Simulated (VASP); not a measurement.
CsK15Br16 (a cell with a defect): electric field gradients with PBE

Crystal: CsK15Br16 (a cell with a defect).

```xyz
32
Lattice="0.0000 8.0870 8.0870 8.0870 0.0000 8.0870 8.0870 8.0870 0.0000" Properties=species:S:1:pos:R:3 pbc="T T T"
Cs    0.0000    0.0000    0.0000
K     0.0000    4.0435    4.0435
K     4.0435    0.0000    4.0435
K     4.0435    4.0435    0.0000
K     4.0435    4.0435    4.0435
K     4.0435    4.0435    8.0870
K     4.0435    8.0870    4.0435
K     4.0435    8.0870    8.0870
K     8.0870    4.0435    4.0435
K     8.0870    4.0435    8.0870
K     8.0870    8.0870    4.0435
K     8.0870    8.0870    8.0870
K     8.0870    8.0870   12.1305
K     8.0870   12.1305    8.0870
K    12.1305    8.0870    8.0870
K    12.1305   12.1305   12.1305
Br    2.0217    2.0217    2.0217
Br    2.0217    6.0652    6.0652
Br    6.0652    2.0217    6.0652
Br    6.0652    6.0652    2.0217
Br    6.0652    6.0652    6.0652
Br    6.0652    6.0652   10.1087
Br    6.0652   10.1087    6.0652
Br    6.0652   10.1087   10.1087
Br   10.1087    6.0652    6.0652
Br   10.1087    6.0652   10.1087
Br   10.1087   10.1087    6.0652
Br   10.1087   10.1087   10.1087
Br   10.1087   10.1087   14.1522
Br   10.1087   14.1522   10.1087
Br   14.1522   10.1087   10.1087
Br   14.1522   14.1522   14.1522
```

| Item | Value |
| --- | --- |
| Program | VASP 6.6.1 |
| Task | electric field gradients |
| Functional | PBE |
| Potentials or basis | VASP PAW PBE potentials, release 64 (Cs_sv, K_sv, Br) |
| Cutoff | 520 eV |
| k mesh | 2 × 2 × 2 |
| Occupations | fermi-dirac, width 0.01 eV |
| Spin | no spin polarisation |
| Dipole correction | no |
| Further INCAR settings | LREAL = Auto; ALGO = Fast; EDIFF = 1e-08; NBANDS = 150 |

```yaml
Pressure: 0.3 GPa
Largest_force: 0.239 eV/Å
Band_gap_on_the_k_mesh: 3.92 eV, direct
```

Forces in eV/Å, atoms in the order of the input:
```
Cs   0.000  0.000  0.000
K    0.000  0.000  0.000
K    0.000  0.000  0.000
K    0.000  0.000  0.000
K    0.000  0.000  0.000
K    0.000  0.000  0.000
K    0.000  0.000  0.000
K    0.024  0.000  0.000
K    0.000  0.000  0.000
K    0.000  0.024  0.000
K    0.000  0.000  0.024
K    0.000  0.000  0.000
K    0.000  0.000 -0.024
K    0.000 -0.024  0.000
K   -0.024  0.000  0.000
K    0.000  0.000  0.000
Br   0.138  0.138  0.138
Br   0.138 -0.138 -0.138
Br  -0.138  0.138 -0.138
Br  -0.138 -0.138  0.138
Br   0.003  0.003  0.003
Br   0.003  0.003 -0.003
Br   0.003 -0.003  0.003
Br   0.003 -0.003 -0.003
Br  -0.003  0.003  0.003
Br  -0.003  0.003 -0.003
Br  -0.003 -0.003  0.003
Br  -0.003 -0.003 -0.003
Br   0.138  0.138 -0.138
Br   0.138 -0.138  0.138
Br  -0.138  0.138  0.138
Br  -0.138 -0.138 -0.138
```

Levels at points of the mesh, in eV from the valence-band top:
```tsv
k point	band 124	band 125	band 126	band 127	band 128	band 129	band 130	band 131	band 132	band 133
(0.00, 0.00, 0.00)	-0.23	-0.23	-0.01	0.00	0.00	3.92	5.13	5.13	5.35	5.76
(0.50, 0.00, 0.00)	-0.31	-0.31	-0.31	-0.31	-0.27	4.92	4.96	5.71	5.71	5.89
(0.50, 0.50, 0.00)	-0.16	-0.14	-0.13	-0.12	-0.12	5.11	5.12	5.72	5.80	5.80
```

Electric field gradients, principal values (V/Å²):
```
 atom     Vxx     Vyy      Vzz
 1 Cs   0.000   0.000    0.001
  2 K  -0.008  -0.193    0.202
  3 K  -0.008  -0.193    0.202
  4 K  -0.008  -0.193    0.202
  5 K   0.000   0.000   -0.001
  6 K  -0.009  -0.193    0.202
  7 K  -0.009  -0.193    0.202
  8 K  -0.277  -0.278    0.555
  9 K  -0.009  -0.193    0.202
 10 K  -0.277  -0.278    0.555
 11 K  -0.277  -0.278    0.555
 12 K   0.000   0.000   -0.001
 13 K  -0.277  -0.278    0.555
 14 K  -0.277  -0.278    0.555
 15 K  -0.277  -0.278    0.555
 16 K   0.000   0.000   -0.001
17 Br   9.488   9.488  -18.975
18 Br   9.488   9.489  -18.976
19 Br   9.488   9.489  -18.976
20 Br   9.488   9.489  -18.976
21 Br   0.333   0.333   -0.665
22 Br   0.333   0.334   -0.666
23 Br   0.333   0.334   -0.666
24 Br   0.333   0.334   -0.666
25 Br   0.333   0.334   -0.666
26 Br   0.333   0.334   -0.666
27 Br   0.333   0.334   -0.666
28 Br   0.333   0.333   -0.665
29 Br   9.488   9.489  -18.976
30 Br   9.488   9.489  -18.976
31 Br   9.488   9.489  -18.976
32 Br   9.488   9.488  -18.975
```

Run time: 25 min on 1 thread of Intel(R) Xeon(R) 6975P-C (Granite Rapids), on a shared host, peak memory 1.6 GiB.

Caveat: spin-orbit coupling is left out, which moves the levels of the heavy elements.
